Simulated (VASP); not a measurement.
Here is the system:

```
Tl
1.0
    1.76438    -3.05599     0.00000
    1.76438     3.05599     0.00000
    0.00000     0.00000     5.68690
Tl
2
Direct
  0.33333   0.66667   0.25000
  0.66667   0.33333   0.75000
```

Computed with AM05 GGA, VASP's PBE PAW potentials (set 64) (plane waves; VASP). Numerical set-up: 520 eV cut-off, 12×12×7 Γ-centred mesh, first-order Methfessel-Paxton smearing of 0.10 eV, potentials Tl_d.

Question: The ions and cell shape at fixed volume are relaxed. Give the cell that the relaxation ends in.

Answer: 
```
Tl
1.0
    1.79983    -3.11740     0.00000
    1.79983     3.11740     0.00000
    0.00000     0.00000     5.46507
Tl
2
Direct
  0.33333   0.66667   0.25000
  0.66667   0.33333   0.75000
```
Space group P6_3/mmc (194), at a tolerance of 0.03 Å.

Question: How much energy does the relaxation gain?

Answer: The energy (σ→0) changes by -7.2 meV/atom, in 5 ionic steps.

The compound is Tl in the hcp structure. This cell is one point of a volume scan, at 1.06 of the reference volume. Symmetry was kept, so distortions that lower it aren't found.
